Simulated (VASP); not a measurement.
Here is the system:

```
AlFe
1.0
    2.85453     0.00000     0.00000
    0.00000     2.85453     0.00000
    0.00000     0.00000     2.85453
Al Fe
1 1
Cartesian
  1.42726   1.42726   1.42726
  0.00000   0.00000   0.00000
```

Computed with optB86b-vdW, VASP's PBE PAW potentials (set 64) (plane waves; VASP 6.6.1). Run with 520 eV cut-off, Gaussian smearing of 0.050 eV, potentials Al Fe.

Question: Give the energies of bands 1 to 8 at the high-symmetry points, in eV from the Fermi level.

Answer: 
| band | Γ | X | M | R |
|---|---|---|---|---|
| 1 | -10.35 | -6.09 | -4.72 | -3.34 |
| 2 | -2.23 | -5.90 | -2.28 | -3.34 |
| 3 | -2.23 | -1.56 | -1.96 | -3.34 |
| 4 | 0.18 | -0.84 | -1.96 | 0.94 |
| 5 | 0.18 | -0.84 | -0.60 | 0.94 |
| 6 | 0.18 | 0.31 | -0.60 | 3.20 |
| 7 | 6.65 | 1.34 | 0.90 | 3.20 |
| 8 | 6.65 | 8.90 | 3.65 | 3.20 |

It has no gap at this level: it comes out as a metal or semimetal.

The compound is FeAl in the CsCl type structure. It was relaxed first, which changed the volume by -6 %. The run is not spin-polarised, so no magnetic state was tried. The electron count is odd and the run is not spin-polarised, which forces a metal.
